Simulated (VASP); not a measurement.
```xyz
1
Lattice="0.0000 1.8587 1.8587 1.8587 0.0000 1.8587 1.8587 1.8587 0.0000" Properties=species:S:1:pos:R:3 pbc="T T T"
Rh     0.0000     0.0000     0.0000
```

All values below come from MS2 meta-GGA, VASP's PBE PAW potentials (set 64) (plane waves; VASP). Run with 520 eV cut-off, 16×16×16 Γ-centred mesh, first-order Methfessel-Paxton smearing of 0.10 eV, potentials Rh_pv.

Task: Give the stress tensor in GPa (positive for a compressed cell).

Result: 
```
21.35   0.00   0.00
 0.00  21.35   0.00
 0.00   0.00  21.35
```
The pressure is its mean diagonal, 21.35 GPa.

The compound is Rh in the fcc structure. This cell is one point of a volume scan, at 0.94 of the reference volume.
